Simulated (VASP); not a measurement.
```xyz
3
Lattice="2.1850 -3.7845 0.0000 2.1850 3.7845 0.0000 0.0000 0.0000 4.9500" Properties=species:S:1:pos:R:3 pbc="T T T"
Se     0.4916     0.8515     3.3000
Se     3.3868     0.0000     0.0000
Se     0.4916    -0.8515     1.6500
```

Computed with PBE GGA, VASP's PBE PAW potentials (set 64) (plane waves; VASP). Settings: 400 eV cut-off, 6×6×5 Γ-centred mesh, Gaussian smearing of 0.050 eV, potentials Se.

Task: Which forces act on the atoms, in eV/Å?

Result: 
```csv
atom,Fx,Fy,Fz
Se1,0.228,0.394,0.000
Se2,-0.455,0.000,0.000
Se3,0.228,-0.394,0.000
```

Task: Give the stress tensor in GPa (positive for a compressed cell).

Result: 
```
2.34  0.00  0.00
0.00  2.34  0.00
0.00  0.00  4.21
```
The pressure is its mean diagonal, 2.97 GPa.

The compound is Se in the trig structure. The cell was not relaxed at this level.
